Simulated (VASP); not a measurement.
A VASP calculation is set up with these files.

KPOINTS:
```
K-points
0
gamma
 3 3 3
```

File POSCAR:
```
PtSb2
1
    6.4606080000     0.0000000000     0.0000000000
    0.0000000000     6.4606080000     0.0000000000
    0.0000000000     0.0000000000     6.4606080000
Sb Pt
8 4
Direct
  0.6250000000   0.8750000000   0.1250000000
  0.1250000000   0.6250000000   0.8750000000
  0.6250000000   0.6250000000   0.6250000000
  0.3750000000   0.3750000000   0.3750000000
  0.8750000000   0.1250000000   0.6250000000
  0.8750000000   0.3750000000   0.1250000000
  0.1250000000   0.8750000000   0.3750000000
  0.3750000000   0.1250000000   0.8750000000
  0.0000000000   0.5000000000   0.5000000000
  0.5000000000   0.0000000000   0.5000000000
  0.0000000000   0.0000000000   0.0000000000
  0.5000000000   0.5000000000   0.0000000000
```

**INCAR**
```
! general
SYSTEM   =  PtSb2
PREC     =  Accurate
ENCUT    =  300
LREAL    =  .FALSE.
LASPH    =  .TRUE.

! electronic loop
EDIFF    =  1E-6
NELM     =  100
ALGO     =  Normal
LMAXMIX  =  6

! smearing
ISMEAR   =  0
SIGMA    =  0.05

! functional
GGA      =  PE

! ions
ISIF     =  2

! output
LWAVE    =  .FALSE.
LCHARG   =  .FALSE.
```

POTCAR, in this order: Sb Pt (PBE.64 set). Program: vasp_std.

### Question
Translate this PBE calculation to Ansatz.

### Answer
One equivalent input (not run):
Ansatz 0.2 input:
```yaml
crystal:
  lattice:
    - [6.4606080, 0.0000000, 0.0000000]
    - [0.0000000, 6.4606080, 0.0000000]
    - [0.0000000, 0.0000000, 6.4606080]
  atoms:
    - { symbol: Sb, position: [0.6250000, 0.8750000, 0.1250000] }
    - { symbol: Sb, position: [0.1250000, 0.6250000, 0.8750000] }
    - { symbol: Sb, position: [0.6250000, 0.6250000, 0.6250000] }
    - { symbol: Sb, position: [0.3750000, 0.3750000, 0.3750000] }
    - { symbol: Sb, position: [0.8750000, 0.1250000, 0.6250000] }
    - { symbol: Sb, position: [0.8750000, 0.3750000, 0.1250000] }
    - { symbol: Sb, position: [0.1250000, 0.8750000, 0.3750000] }
    - { symbol: Sb, position: [0.3750000, 0.1250000, 0.8750000] }
    - { symbol: Pt, position: [0.0000000, 0.5000000, 0.5000000] }
    - { symbol: Pt, position: [0.5000000, 0.0000000, 0.5000000] }
    - { symbol: Pt, position: [0.0000000, 0.0000000, 0.0000000] }
    - { symbol: Pt, position: [0.5000000, 0.5000000, 0.0000000] }
kpoints:
  mp_grid: { grid: [3, 3, 3] }
hamiltonian:
  xc: pbe
  pseudopotentials: { kind: paw }
scf:
  occupations: { method: gaussian, width: 0.05 }
  max_iter: 100
output: { forces: true, stress: true, eigenvalues: true }
```
What does not carry over: each code has its own PAW files, so the cut-off isn't converted (ENCUT is set for VASP's; basis.ecutwfc is left out, and Ansatz then takes the one that its files recommend); Ansatz stops its SCF on the density residual and VASP on the energy change (EDIFF).

The structure is a typed PtSb2 crystal. The cell was not relaxed at this level. The k-mesh is coarse (spacing up to 0.32 per Å, 2π included), so the numbers may not be converged in it. The run is one of a series of settings (SIGMA = 0.05 against the base run), some of them coarse on purpose.
